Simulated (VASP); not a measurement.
Here is the system:

```
Li2S
1.0
    0.00000     2.85521     2.85521
    2.85521     0.00000     2.85521
    2.85521     2.85521     0.00000
Li S
2 1
Direct
  0.25000   0.25000   0.25000
  0.75000   0.75000   0.75000
  0.00000   0.00000   0.00000
```

Level of theory: PBEsol GGA, VASP's PBE PAW potentials (set 64) (plane waves; VASP 6.6.1). Settings: 520 eV cut-off, 7×7×7 Γ-centred mesh, Gaussian smearing of 0.050 eV, potentials Li_sv S.

Question: Give the stress tensor in GPa (positive for a compressed cell).

Answer: 
```
-1.18   0.00   0.00
 0.00  -1.18   0.00
 0.00   0.00  -1.18
```
The pressure is its mean diagonal, -1.18 GPa.

The compound is Li2S in the antifluorite structure. This cell is one point of a volume scan, at 1.03 of the reference volume.
